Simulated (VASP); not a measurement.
OSZICAR of a VASP run on Ti (space group P1):

**OSZICAR**
```
       N       E                     dE             d eps       ncg     rms          rms(c)
DAV:   1     0.325798769913E+03    0.32580E+03   -0.14161E+04   844   0.147E+03
DAV:   2     0.141749380094E+02   -0.31162E+03   -0.30795E+03   848   0.465E+02
DAV:   3    -0.253250200228E+02   -0.39500E+02   -0.38874E+02  1602   0.141E+02
DAV:   4    -0.284478890786E+02   -0.31229E+01   -0.31069E+01  1228   0.326E+01
DAV:   5    -0.285573249785E+02   -0.10944E+00   -0.10928E+00  1294   0.589E+00    0.155E+01
DAV:   6    -0.251349238437E+02    0.34224E+01   -0.12597E+01   988   0.366E+01    0.384E+00
DAV:   7    -0.251305465868E+02    0.43773E-02   -0.16841E+00  1338   0.115E+01    0.292E+00
DAV:   8    -0.251061695416E+02    0.24377E-01   -0.70550E-01  1160   0.717E+00    0.233E+00
DAV:   9    -0.251103304455E+02   -0.41609E-02   -0.19679E-01  1120   0.559E+00    0.734E-01
DAV:  10    -0.251059802487E+02    0.43502E-02   -0.91650E-02  1304   0.350E+00    0.531E-01
DAV:  11    -0.251021642789E+02    0.38160E-02   -0.32954E-02  1170   0.221E+00    0.712E-02
DAV:  12    -0.251023166743E+02   -0.15240E-03   -0.16895E-03  1134   0.444E-01    0.598E-02
DAV:  13    -0.251023288778E+02   -0.12204E-04   -0.11922E-04  1204   0.117E-01    0.220E-02
DAV:  14    -0.251023230311E+02    0.58467E-05   -0.18705E-05  1180   0.540E-02    0.482E-03
DAV:  15    -0.251023219251E+02    0.11060E-05   -0.19888E-06   774   0.146E-02    0.166E-03
DAV:  16    -0.251023220572E+02   -0.13207E-06   -0.34415E-07   556   0.617E-03
   1 F= -.25102322E+02 E0= -.25006899E+02  d E =-.190847E+00
```

### Question
Which electronic solver shows in the log?

### Answer
It is blocked Davidson (ALGO = Normal, or the opening steps of other solvers). The INCAR had ALGO = Normal.

### Question
Can the final energy be trusted as converged?

### Answer
The calculation finished and met its thresholds. It stopped with EDIFF = 1E-6, NELM = 100 (PBEsol GGA, plane waves, VASP's PBE PAW potentials (set 64)).

The structure comes from a computed database's Ti entry; how it stands against other phases isn't given here. The cell was not relaxed at this level, atoms are displaced from their ideal sites. The k-mesh is coarse (spacing up to 0.56 per Å, 2π included), so the numbers may not be converged in it. The run is one of a series of settings (KPOINTS 3×3×4 Γ-centred mesh against the base run), some of them coarse on purpose.
